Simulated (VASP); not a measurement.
```
CELL_PARAMETERS angstrom
      3.74307     0.00000     0.00000
     -1.87153     3.24159     0.00000
      0.00000     0.00000     5.78243
ATOMIC_POSITIONS crystal
  Si 0.00000 0.00000 0.00000
  Si 0.00000 0.00000 0.50000
  Ge 0.33333 0.66667 0.25000
  Ge 0.66667 0.33333 0.75000
```

Calculation: PBEsol GGA, VASP's PBE PAW potentials (set 64) (plane waves; VASP). Numerical set-up: 400 eV cut-off, 11×11×6 Γ-centred mesh, tetrahedra with Blöchl corrections, potentials Si Ge_d.

Q: What does the run give for the energy per atom (σ→0), band gap (on the k-mesh) with the smallest direct gap where there is one?

A: 
```
Item                                                        Result
------------------------  ----------------------------------------
band gap (on the k-mesh)  none (metal, semimetal or under 0.01 eV)
energy per atom (σ→0)                               -5.065 eV/atom
```

Only differences to runs with the same potentials and settings are physical.

The structure was generated: SiGe was put into the NiAs type type (P6_3/mmc), which need not be its known phase. It was relaxed first, which changed the volume by +17 %.
